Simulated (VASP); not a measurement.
Given:

```
CELL_PARAMETERS angstrom
      5.69034     0.00000     0.00000
      0.00000     5.69034     0.00000
      0.00000     0.00000     5.69034
ATOMIC_POSITIONS crystal
  Cs 0.00000 0.00000 0.00000
  Pb 0.50000 0.50000 0.50000
  Cl 0.50000 0.00000 0.50000
  Cl 0.00000 0.50000 0.50000
  Cl 0.50000 0.50000 0.00000
```

The numbers are results of PBE GGA with D3 dispersion (zero damping), VASP's PBE PAW potentials (set 64) (plane waves; VASP 6.6.1), not measurements. Numerical set-up: 520 eV cut-off, 4×4×4 Γ-centred mesh, Gaussian smearing of 0.050 eV, potentials Cs_sv Pb_d Cl.

### Question
Give the energy at these volumes per atom, relative to the lowest: 34.51, 35.61, 36.71, 37.81, 38.92 Å³.

### Answer
13.5, 3.5, 0.0, 1.9, 8.4 meV/atom. A third-order Birch-Murnaghan fit gives B0 = 25.8 GPa and B0′ = 4.6.

The compound is CsPbCl3 in the cubic perovskite structure, the ideal cubic form; the compound distorts at low or room temperature. It was relaxed first.
